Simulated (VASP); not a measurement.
Input:

```
Rb
1.0
   -2.78254     2.78254     2.78254
    2.78254    -2.78254     2.78254
    2.78254     2.78254    -2.78254
Rb
1
Cartesian
  0.00000   0.00000   0.00000
```

Method: rev-vdW-DF2, VASP's PBE PAW potentials (set 64) (plane waves; VASP). Run with 520 eV cut-off, Gaussian smearing of 0.050 eV, potentials Rb_sv.

Task: Give the energies of bands 5 to 7 at the high-symmetry points, in eV from the Fermi level.

Result: 
```
band      Γ     H     N     P
----  -----  ----  ----  ----
5     -2.08  1.20  0.18  1.31
6      3.65  1.20  0.83  1.31
7      3.65  3.38  2.54  1.31
```

It has no gap at this level: it comes out as a metal or semimetal.

The compound is Rb in the bcc structure. It was relaxed first.
